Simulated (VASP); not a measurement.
Method: RPBE GGA, VASP's PBE PAW potentials (set 64) (plane waves; VASP 6.6.1).

VASP ran on this input.

**KPOINTS**
```
Automatic
0
G
 15 15 8
0 0 0
```

### INCAR
```
ALGO = Normal
EDIFF = 1E-7
EDIFFG = -0.01
ENCUT = 520
GGA = RP
IBRION = 2
ISIF = 4
ISMEAR = 1
LASPH = .TRUE.
LCHARG = .FALSE.
LMAXMIX = 4
LREAL = .FALSE.
LWAVE = .FALSE.
NELM = 100
NSW = 30
PREC = Accurate
SIGMA = 0.1
SYSTEM = Tc
```

### POSCAR
```
Tc
1.0
  1.4072631626  -2.4374517076   0.0000000000
  1.4072631626   2.4374517076   0.0000000000
  0.0000000000   0.0000000000   4.5094350389
Tc
2
Cartesian
  1.4072631626   0.8124855275   1.1273587597
  1.4072631626  -0.8124855275   3.3820762792
```

POTCAR, in this order: Tc_pv (PBE.64 set). Program: vasp_std.

The resulting files:

File OUTCAR:
```
 ion  position               nearest neighbor table
   1  0.333  0.667  0.250-   2 2.78   2 2.78   2 2.78   2 2.78   2 2.78   2 2.78
   2  0.667  0.333  0.750-   1 2.78   1 2.78   1 2.78   1 2.78   1 2.78   1 2.78
  LATTYP: Found a hexagonal cell.
 ALAT       =     2.8145266806
 C/A-ratio  =     1.6022001390
 Subroutine PRICEL returns:
 Original cell was already a primitive cell.
 Subroutine GETGRP returns: Found 24 space group operations
The static configuration has the point symmetry D_3d.
 The point group associated with its full space group is D_6h.
The dynamic configuration has the point symmetry D_3d.
 Subroutine INISYM returns: Found 24 space group operations
 Subroutine IBZKPT returns following result:
 Found    135 irreducible k-points:

 Following reciprocal coordinates:
            Coordinates               Weight
  0.000000  0.000000  0.000000      1.000000
  0.066667  0.000000  0.000000      6.000000
  0.133333  0.000000  0.000000      6.000000
  0.200000  0.000000  0.000000      6.000000
  0.266667  0.000000  0.000000      6.000000
  0.333333  0.000000  0.000000      6.000000
  0.400000  0.000000  0.000000      6.000000
  0.466667  0.000000  0.000000      6.000000
  0.066667  0.066667  0.000000      6.000000
  0.133333  0.066667  0.000000     12.000000
  0.200000  0.066667  0.000000     12.000000
  0.266667  0.066667  0.000000     12.000000
  0.333333  0.066667  0.000000     12.000000
  0.400000  0.066667  0.000000     12.000000
  0.466667  0.066667  0.000000      6.000000
  0.133333  0.133333  0.000000      6.000000
  0.200000  0.133333  0.000000     12.000000
  0.266667  0.133333  0.000000     12.000000
  0.333333  0.133333  0.000000     12.000000
  0.400000  0.133333  0.000000     12.000000
  0.200000  0.200000  0.000000      6.000000
  0.266667  0.200000  0.000000     12.000000
...
```

OSZICAR:
```
       N       E                     dE             d eps       ncg     rms          rms(c)
DAV:   1     0.313185254775E+03    0.31319E+03   -0.16757E+04  4598   0.159E+03
DAV:   2    -0.125347949421E+02   -0.32572E+03   -0.32261E+03  5043   0.450E+02
DAV:   3    -0.207360025123E+02   -0.82012E+01   -0.79906E+01  5672   0.814E+01
DAV:   4    -0.208163473334E+02   -0.80345E-01   -0.80017E-01  5090   0.802E+00
DAV:   5    -0.208170133180E+02   -0.66598E-03   -0.66589E-03  5218   0.717E-01    0.201E+01
DAV:   6    -0.195002683375E+02    0.13167E+01   -0.35799E+00  4909   0.182E+01    0.538E+00
DAV:   7    -0.193833774348E+02    0.11689E+00   -0.51319E-01  5301   0.617E+00    0.757E-01
DAV:   8    -0.193769913324E+02    0.63861E-02   -0.84735E-03  4764   0.978E-01    0.227E-01
DAV:   9    -0.193770560221E+02   -0.64690E-04   -0.65242E-04  5470   0.241E-01    0.243E-02
DAV:  10    -0.193770548165E+02    0.12056E-05   -0.20666E-05  4905   0.392E-02    0.900E-03
DAV:  11    -0.193770541411E+02    0.67537E-06   -0.28098E-06  4818   0.179E-02    0.364E-03
DAV:  12    -0.193770531432E+02    0.99794E-06   -0.25457E-07  4180   0.426E-03    0.652E-04
DAV:  13    -0.193770530436E+02    0.99640E-07   -0.14353E-08  2314   0.850E-04
   1 F= -.19377053E+02 E0= -.19377480E+02  d E =-.193771E+02
       N       E                     dE             d eps       ncg     rms          rms(c)
DAV:   1    -0.193815404660E+02   -0.44873E-02   -0.20294E-01  4599   0.387E+00    0.384E-01
DAV:   2    -0.193779987308E+02    0.35417E-02   -0.60703E-03  5055   0.665E-01    0.163E-01
DAV:   3    -0.193772525027E+02    0.74623E-03   -0.26876E-03  5593   0.357E-01    0.228E-02
DAV:   4    -0.193772569425E+02   -0.44398E-05   -0.51364E-05  4668   0.740E-02    0.669E-03
DAV:   5    -0.193772566429E+02    0.29955E-06   -0.25945E-06  5192   0.103E-02    0.234E-03
DAV:   6    -0.193772567562E+02   -0.11327E-06   -0.22185E-07  3426   0.346E-03    0.698E-04
DAV:   7    -0.193772567490E+02    0.72146E-08   -0.13011E-08  2299   0.929E-04
   2 F= -.19377257E+02 E0= -.19377752E+02  d E =-.203705E-03
       N       E                     dE             d eps       ncg     rms          rms(c)
DAV:   1    -0.193775678918E+02   -0.31114E-03   -0.13483E-02  4598   0.998E-01    0.985E-02
DAV:   2    -0.193773344688E+02    0.23342E-03   -0.40178E-04  5023   0.170E-01    0.422E-02
DAV:   3    -0.193772839144E+02    0.50554E-04   -0.18463E-04  5585   0.929E-02    0.594E-03
DAV:   4    -0.193772843098E+02   -0.39535E-06   -0.37664E-06  4685   0.199E-02    0.191E-03
DAV:   5    -0.193772842403E+02    0.69504E-07   -0.22006E-07  3397   0.311E-03
   3 F= -.19377284E+02 E0= -.19377765E+02  d E =-.231197E-03
```

OUTCAR:
```
------------------------ aborting loop because EDIFF is reached ----------------------------------------
  FORCE on cell =-STRESS in cart. coord.  units (eV):
  Direction    XX          YY          ZZ          XY          YZ          ZX
  --------------------------------------------------------------------------------------
  Total       -2.8355193     -2.8355202     -2.8332718     -0.0000000      0.0000000      0.0000000
  in kB     -146.8519532   -146.8519978   -146.7355508     -0.0000000      0.0000000      0.0000000
  external PRESSURE =    -146.8131673 kB  Pullay stress =       0.0000000 kB
  volume of cell :       30.94
      direct lattice vectors                 reciprocal lattice vectors
     1.408921555 -2.440324088  0.000000000     0.354881362 -0.204890819  0.000000000
     1.408921555  2.440324088 -0.000000000     0.354881362  0.204890819  0.000000000
    -0.000000000 -0.000000000  4.498825561     0.000000000  0.000000000  0.222280234
 POSITION                                       TOTAL-FORCE (eV/Angst)
 -----------------------------------------------------------------------------------
      1.40892      0.81344      1.12471        -0.000000     -0.000000      0.000000
      1.40892     -0.81344      3.37412         0.000000      0.000000      0.000000
 -----------------------------------------------------------------------------------
    total drift:                               -0.000000      0.000652     -0.000043
  FREE ENERGIE OF THE ION-ELECTRON SYSTEM (eV)
  ---------------------------------------------------
  free  energy   TOTEN  =       -19.3772842403 eV

  energy  without entropy=      -19.3787255483  energy(sigma->0) =      -19.37776468

 reached required accuracy - stopping structural energy minimisation
```
(Selected blocks of OUTCAR.)

**CONTCAR**
```
Tc
   1.00000000000000
     1.4089215554923251   -2.4403240881214989    0.0000000000000000
     1.4089215554923251    2.4403240881214989   -0.0000000000000000
    -0.0000000000000000   -0.0000000000000000    4.4988255612820272
  Tc
     2
Direct
     0.3333330000000032    0.6666669999999968    0.2500000000000000
     0.6666669999999968    0.3333330000000032    0.7500000000000000
```

### OUTCAR
```
 val. band max:       11.4142892926   @ k =   0.0000   0.0000   0.2500

 cond. band min:      11.4168382077   @ k =   0.3333   0.3333   0.0000


 Fermi energy:        11.4157867830

 k-point     1 :       0.0000    0.0000    0.0000
  band No.  band energies     occupation
      1     -27.8393      2.00000
      2     -26.9940      2.00000
      3     -26.9940      2.00000
      4     -26.8442      2.00000
      5     -26.8442      2.00000
      6     -26.7994      2.00000
      7       4.4795      2.00000
      8       6.5043      2.00000
      9      10.0731      2.00000
     10      10.0731      2.00000
     11      10.1769      2.00000
     12      10.7138      2.00000
     13      10.7138      2.00000
     14      11.3087      2.06197
     15      11.3088      2.06193
     16      12.9765     -0.00000
     17      13.7065      0.00000

 k-point     2 :       0.0667    0.0000    0.0000
  band No.  band energies     occupation
      1     -27.8253      2.00000
      2     -27.0248      2.00000
      3     -27.0042      2.00000
      4     -26.8763      2.00000
      5     -26.8485      2.00000
      6     -26.8055      2.00000
      7       4.6331      2.00000
      8       6.6274      2.00000
      9       9.7592      2.00000
     10      10.2010      2.00000
     11      10.4469      2.00000
     12      10.6386      2.00000
     13      10.8321      2.00000
     14      11.1299      2.00040
     15      11.2092      2.01284
     16      12.1078     -0.00000
     17      13.7680      0.00000

 k-point     3 :       0.1333    0.0000    0.0000
  band No.  band energies     occupation
      1     -27.7843      2.00000
      2     -27.1121      2.00000
      3     -27.0325      2.00000
      4     -26.9660      2.00000
      5     -26.8614      2.00000
      6     -26.8240      2.00000
      7       5.0709      2.00000
      8       6.9514      2.00000
      9       9.3545      2.00000
     10      10.4065      2.00000
     11      10.4114      2.00000
...
```

The compound is Tc in the hcp structure. This cell is one point of a volume scan, at 1.06 of the reference volume. Symmetry was kept, so distortions that lower it aren't found.
